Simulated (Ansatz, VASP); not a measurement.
# ZnNi: VASP beside Ansatz, part 2 of 2

Aim: how closely do two programs agree when they are given the same cell, functional and k mesh? The cell is taken from a series of runs on this material, whose earlier steps may have relaxed, scaled, displaced or heated it; both programs get it as it stands.

VASP 6.6.1 and Ansatz 0.2.0.

So far. Step 3 (Ansatz: single point, PBEsol, pair 1): The run ends at a pressure of -10.00 GPa. Step 5 (VASP: single point, PBEsol, pair 2): The run ends at a pressure of 6.43 GPa.

### Step 6. Ansatz: single point, PBEsol, pair 2

Level of this step: Ansatz beside VASP: Kohn-Sham DFT, plane waves, PBEsol (Ansatz).

The same cell, functional, mesh and smearing now go to Ansatz, which takes its cutoff from its data sets.

The cell is taken from a series of runs on this material, whose earlier steps may have relaxed, scaled, displaced or heated it; both programs get it as it stands.

Contents of input.yaml:

```yaml
crystal:
  lattice:
    - [2.812502873, 0.0, 0.0]
    - [0.0, 2.812502873, 0.0]
    - [0.0, 0.0, 2.812502873]
  atoms:
    - { symbol: Zn, position: [0.5, 0.5, 0.5] }
    - { symbol: Ni, position: [0.0, 0.0, 0.0] }
kpoints:
  mp_grid: { grid: [16, 16, 16] }
hamiltonian:
  xc: pbesol
  pseudopotentials: { kind: paw, azcp: { folder: soft_1 }, xc_functional: pbe }
scf:
  occupations: { method: methfessel_paxton, width: 0.2 }
output:
  forces: true
  stress: true
  eigenvalues: true
```

On the command line:

```bash
$ ansatz run input.yaml --threads 4 --pin off --max-ram 10240MiB --backend cpu --events-out ev --progress --plain --runs-dir out
```

Numbers of over 12 decimals in the logs are rounded to 6 here.

Log:

```text
[...]
Crystal: 2 atoms, lattice volume = 22.247 Å³
Basis set: ecut = 420 eV, 461 PW (Γ), exchange–correlation on 40×40×40 points (8 copies of the dense FFT grid, shifted against one another)
Bands: 19, of which v1, the nominal top of the filled ones, is band 15 counted from 1 (14 counted from 0)
Symmetry: 48 space group operations
[...]
k-points: 165 of 4096
[...]
--- Band table (eV; the first three rows and the last of 165) ---
  k-point 0: bands = [... 11 lower, 13.9869, 15.3698, 15.3698, 15.3698, 23.8320, 23.8320, 23.8320, 29.5371]
  k-point 1: bands = [... 11 lower, 13.9924, 15.3283, 15.3283, 15.3657, 23.1630, 23.9665, 23.9665, 29.5659]
  k-point 2: bands = [... 11 lower, 14.0008, 15.2142, 15.2142, 15.3536, 21.7252, 24.3588, 24.3588, 29.6531]
  k-point 164: bands = [... 11 lower, 12.7736, 15.7302, 15.7302, 21.6629, 21.9638, 21.9638, 21.9638, 22.6225]
[key lines of the parts left out:]
SCF converged after 8 iterations
Free energy (F): -9086.394107 eV
Fermi energy:    16.371870 eV
P = ⅓ Tr σ = 5.6496 GPa (56.496 kbar)
```

The run ends at a pressure of 5.65 GPa.

### Step 7. Differences

What differs besides the data sets and the points named for the pairs above, as far as they apply: the data sets hold 30 valence electrons in Ansatz (on its PAW soft_1 files) and 22 in VASP. Total energies have different zeros and are not compared.

Compared:

```
      quantity  Ansatz  VASP  difference
pressure (GPa)    5.65  6.43       -0.78
```

### Step 8. Ansatz: single point, PBEsol, pair 3

A single point gives forces, pressure and levels at one fixed geometry, so differences don't come from the geometry; what else differs is listed under the comparison. The cell compared in this pair holds 23.62 Å³, against 22.25 Å³ for the pair before.

The cell is taken from a series of runs on this material, whose earlier steps may have relaxed, scaled, displaced or heated it; both programs get it as it stands.

input.yaml, the sections that differ from step 6:

```yaml
crystal:
  lattice:
    - [2.8693364251, 0.0, 0.0]
    - [0.0, 2.8693364251, 0.0]
    - [0.0, 0.0, 2.8693364251]
  atoms:
    - { symbol: Zn, position: [0.5, 0.5, 0.5] }
    - { symbol: Ni, position: [0.0, 0.0, 0.0] }
output:
  forces: true
  stress: true
  eigenvalues: true
  write_density: true
  write_potential: true
  elf: true
  volumetric_format: npy
# kpoints, hamiltonian, scf: as in step 6
```

Log:

```text
[...]
Crystal: 2 atoms, lattice volume = 23.624 Å³
Basis set: ecut = 420 eV, 461 PW (Γ), exchange–correlation on 40×40×40 points (8 copies of the dense FFT grid, shifted against one another)
Bands: 19, of which v1, the nominal top of the filled ones, is band 15 counted from 1 (14 counted from 0)
Symmetry: 48 space group operations
[...]
k-points: 165 of 4096
[...]
--- Band table (eV; the first three rows and the last of 165) ---
  k-point 0: bands = [... 11 lower, 12.9426, 14.2248, 14.2248, 14.2248, 22.3623, 22.3623, 22.3623, 27.8751]
  k-point 1: bands = [... 11 lower, 12.9474, 14.1877, 14.1877, 14.2214, 21.7033, 22.4883, 22.4883, 27.9049]
  k-point 2: bands = [... 11 lower, 12.9539, 14.0855, 14.0855, 14.2117, 20.2978, 22.8567, 22.8567, 27.9949]
  k-point 164: bands = [... 11 lower, 11.8533, 14.5625, 14.5625, 19.9780, 20.5512, 20.5512, 20.5512, 21.1429]
[key lines of the parts left out:]
SCF converged after 8 iterations
Free energy (F): -9086.395401 eV
Fermi energy:    15.154714 eV
P = ⅓ Tr σ = -4.7375 GPa (-47.375 kbar)
```

The run ends at a pressure of -4.74 GPa.

### Step 9. VASP: single point, PBEsol, pair 3

The same cell, functional, mesh and smearing now go to VASP, with its own data sets.

Contents of INCAR:

```
SYSTEM = ZnNi
PREC = Accurate
ENCUT = 600
EDIFF = 1E-06
NELM = 120
ISMEAR = 1
SIGMA = 0.2
LREAL = .FALSE.
ALGO = Normal
GGA = PS
NBANDS = 17
LASPH = .TRUE.
LORBIT = 11
LWAVE = .FALSE.
LCHARG = .FALSE.
ISIF = 2
GGA_COMPAT = .FALSE.
```

Contents of POSCAR:

```
ZnNi
1.0
    2.8693364251      0.0000000000      0.0000000000
    0.0000000000      2.8693364251      0.0000000000
    0.0000000000      0.0000000000      2.8693364251
Zn Ni
1 1
Direct
    0.5000000000      0.5000000000      0.5000000000
    0.0000000000      0.0000000000      0.0000000000
```

Contents of KPOINTS:

```
Automatic mesh
0
Gamma
16 16 16
0 0 0
```

Potentials, in the order of the species: Zn and Ni (PBE family, release 64).

On the command line:

```bash
$ mpirun -np 1 vasp_std
```

Log:

```text
[... set-up lines as in an earlier step ...]
 entering main loop
       N       E                     dE             d eps       ncg     rms          rms(c)
DAV:   1     0.985253296521E+02    0.98525E+02   -0.11894E+04  6002   0.219E+03
DAV:   2    -0.575484852747E+01   -0.10428E+03   -0.10054E+03  5628   0.299E+02
DAV:   3    -0.928858042231E+01   -0.35337E+01   -0.35105E+01  6324   0.667E+01
DAV:   4    -0.932190550099E+01   -0.33325E-01   -0.33314E-01  6747   0.562E+00
[...]
DAV:  10    -0.823503081876E+01    0.28334E-03   -0.69072E-04  7233   0.321E-01    0.709E-02
DAV:  11    -0.823503308200E+01   -0.22632E-05   -0.38182E-05  8607   0.154E-01    0.965E-03
DAV:  12    -0.823503215019E+01    0.93182E-06   -0.59453E-06  5756   0.582E-02
   1 F= -.82350322E+01 E0= -.82339020E+01  d E =-.339042E-02
```

Parts of OUTCAR (step 9):

```text
  Total       -0.5919105     -0.5919105     -0.5919105     -0.0000000      0.0000000     -0.0000000
  in kB      -40.1441453    -40.1441453    -40.1441453     -0.0000000      0.0000000     -0.0000000
  external PRESSURE =     -40.1441453 kB  Pullay stress =       0.0000000 kB

 POSITION                                       TOTAL-FORCE (eV/Angst)
 -----------------------------------------------------------------------------------
      1.43467      1.43467      1.43467         0.000000      0.000000      0.000000
      0.00000      0.00000      0.00000         0.000000      0.000000      0.000000
 -----------------------------------------------------------------------------------
    total drift:                                0.000000      0.000000     -0.000000

  FREE ENERGIE OF THE ION-ELECTRON SYSTEM (eV)
  ---------------------------------------------------
  free  energy   TOTEN  =        -8.2350321502 eV

  energy  without entropy=       -8.2316417297  energy(sigma->0) =       -8.23390201

[... 1 part as in an earlier step ...]

[... 2 further parts left out ...]
[key lines of the parts left out:]
E-fermi :   6.1468
```

The run ends at a pressure of -4.01 GPa.

### Step 10. Side by side

What differs besides the data sets and the points named for the pairs above, as far as they apply: the data sets hold 30 valence electrons in Ansatz (on its PAW soft_1 files) and 22 in VASP. Total energies have different zeros and are not compared.

The two programs side by side:

```csv
quantity,Ansatz,VASP,difference
pressure (GPa),-4.74,-4.01,-0.72
```

### Step 11. Summary of results

```
difference in pressure (single point, PBEsol, pair 1) : -0.49 GPa
difference in pressure (single point, PBEsol, pair 2) : -0.78 GPa
difference in pressure (single point, PBEsol, pair 3) : -0.72 GPa
```

What this shows: The difference in pressure is -0.78 GPa (single point, PBEsol, pair 2), within the 1 GPa picked in this series as the mark of a large difference. The data sets hold unlike numbers of valence electrons (30 in Ansatz and 22 in VASP), so part of the differences comes from the potentials. How closely two codes agree says nothing of how well the functional describes the real material.

[Lines on the potential files, build, host, timing and source positions are cut from VASP's logs without a mark.]

[Logs are printed without paths, hosts, clocks, repeated set-up lines and the standing remarks that a program may print on its own settings, such as how far it seeks lower states.]

[Hosts, paths, dates, database ids (printed as entryN), source tags and the programs' standing remarks are cut or masked in the printed files.]
